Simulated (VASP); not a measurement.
A VASP calculation is set up with these files.

File KPOINTS:
```
Regular mesh
0
gamma
6 6 6
0 0 0
```

**INCAR**
```
SYSTEM = CuI
PREC = Accurate; ENCUT = 400; LREAL = F
LASPH = T
EDIFF = 1E-6; NELM = 100; ALGO = Normal
LMAXMIX = 4
ISMEAR = 0; SIGMA = 0.05
GGA = PE
ISIF = 2
LWAVE = F; LCHARG = F
```

### POSCAR
```
CuI
1
    0.0000000000     3.0250000000     3.0250000000
    3.0250000000     0.0000000000     3.0250000000
    3.0250000000     3.0250000000     0.0000000000
Cu I
1 1
Direct
  0.0000000000   0.0000000000   0.0000000000
  0.2500000000   0.2500000000   0.2500000000
```

POTCAR, in this order: Cu I (PBE.64 set). Program: vasp_std.

Problem. Write an equivalent input for Quantum ESPRESSO's pw.x.

Solution. One equivalent input (not run):
```
&CONTROL
  calculation = 'scf'
  pseudo_dir = './pseudo'
  outdir = './out'
  tprnfor = .true.
  tstress = .true.
/
&SYSTEM
  ibrav = 0
  nat = 2
  ntyp = 2
  ecutwfc = 92
  occupations = 'smearing'
  smearing = 'gaussian'
  degauss = 0.003675
  input_dft = 'pbe'
/
&ELECTRONS
  conv_thr = 7.3e-08
  electron_maxstep = 100
/
ATOMIC_SPECIES
  Cu 63.546 Cu.upf
  I 126.904 I.upf
CELL_PARAMETERS angstrom
     0.0000000    3.0250000    3.0250000
     3.0250000    0.0000000    3.0250000
     3.0250000    3.0250000    0.0000000
ATOMIC_POSITIONS crystal
  Cu   0.0000000  0.0000000  0.0000000
  I    0.2500000  0.2500000  0.2500000
K_POINTS automatic
  6 6 6 0 0 0
```
What does not carry over: the potentials are each code's own (VASP's PAW set, PseudoDojo norm-conserving files in pw.x), so ENCUT and ecutwfc are chosen apart and not converted; conv_thr bounds pw.x's estimated SCF error, while EDIFF bounds the energy change between steps.

The compound is CuI in the zinc blende structure. The cell was not relaxed at this level.
